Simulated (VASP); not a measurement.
Crystal: CuF.

```
Cu F
1.0
     3.00874    0.00000    0.00000
    -1.50437    2.60564    0.00000
     0.00000    0.00000    4.91325
Cu F
2 2
Direct
  0.00000 0.00000 0.00000
  0.33333 0.66667 0.50000
  0.00000 0.00000 0.37500
  0.33333 0.66667 0.87500
```

The cell was built by a generator and needn't be a form met in nature.

* Program: VASP 6.6.1
* Task: relaxation of cell and atoms
* Functional: PBE
* Potentials or basis: VASP PAW PBE potentials, release 64 (Cu, F)
* Cutoff: 600 eV
* k mesh: 9 × 9 × 4
* Occupations: gaussian, width 0.1 eV
* Spin: no spin polarisation

At the start: pressure 70.2 GPa; volume 9.63 Å³/atom.

Where does the relaxation end?

Over 4 steps the energy falls by 715.8 meV/atom and the volume is 14.31 Å³/atom (+48.6 %); space group P6_3mc (No. 186, to 0.05 Å).

Step by step:
| step | energy change (eV) | largest force (eV/Å) | pressure (GPa) | volume (Å³) |
| --- | --- | --- | --- | --- |
| 1 | 0.0000 | 0.0684 | 70.16 | 38.52 |
| 2 | -2.5028 | 0.0135 | -10.45 | 67.13 |
| 3 | -2.8587 | 0.0518 | 1.46 | 56.13 |
| 4 | -2.8631 | 0.0475 | -0.19 | 57.23 |

Final structure:
```xyz
4
Lattice="3.4238 0.0000 0.0000 -1.7119 2.9651 0.0000 0.0000 0.0000 5.6368" Properties=species:S:1:pos:R:3 pbc="T T T"
Cu    3.4238    0.0000    0.0028
Cu    0.0000    1.9767    2.8212
F     1.7119    2.9651    2.1110
F     0.0000    1.9767    4.9293
```

Caveat: the volume moved by over 15 % at a fixed basis, so the end points are rough; the run has no spin polarisation, though such a crystal can be magnetic.
